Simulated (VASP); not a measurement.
These are AM05 GGA, VASP's PBE PAW potentials (set 64) (plane waves; VASP) values and carry that method's errors.

A VASP calculation is set up with these files.

### KPOINTS
```
K-points
0
Gamma
7 7 4
0 0 0
```

### INCAR
```
SYSTEM = La2O3
PREC = Accurate; ENCUT = 520; LREAL = .False.
LASPH = .True.
EDIFF = 1E-7; NELM = 100; ALGO = Normal
LMAXMIX = 6
ISMEAR = 0; SIGMA = 0.05
GGA = AM
IBRION = 2; NSW = 30; ISIF = 4
EDIFFG = -0.01
LWAVE = .False.; LCHARG = .False.
```

File POSCAR:
```
La2O3
1.0
  1.9527790204  -3.3823123907   0.0000000000
  1.9527790204   3.3823123907   0.0000000000
  0.0000000000   0.0000000000   6.0723660270
La O
2 3
Cartesian
  1.9527790204   1.1274397184   1.4943963226
  1.9527790204  -1.1274397184   4.5779697044
  0.0000000000   0.0000000000   6.0723660270
  1.9527790204   1.1274397184   3.9217410613
  1.9527790204  -1.1274397184   2.1506249657
```

POTCAR, in this order: La O (PBE.64 set). Program: vasp_std.

Question: Estimate the energy per atom (σ→0).

Answer: 
* **energy per atom (σ→0)**: -8.512 eV/atom

### OSZICAR
```
...
       N       E                     dE             d eps       ncg     rms          rms(c)
DAV:   1    -0.425604789770E+02   -0.25512E-04   -0.12538E-02  1864   0.146E+00    0.472E-02
DAV:   2    -0.425605259740E+02   -0.46997E-04   -0.10267E-03  2168   0.365E-01    0.298E-02
DAV:   3    -0.425604990953E+02    0.26879E-04   -0.79802E-05  2440   0.992E-02    0.110E-02
DAV:   4    -0.425604968993E+02    0.21960E-05   -0.20902E-05  2560   0.419E-02    0.421E-03
DAV:   5    -0.425604968464E+02    0.52869E-07   -0.37854E-06  2232   0.142E-02    0.238E-03
DAV:   6    -0.425604968439E+02    0.24966E-08   -0.22906E-07  1400   0.588E-03
   2 F= -.42560497E+02 E0= -.42560497E+02  d E =-.434060E-04
```

The compound is La2O3 in the a-type structure. This run relaxes it. Symmetry was kept, so distortions that lower it aren't found.
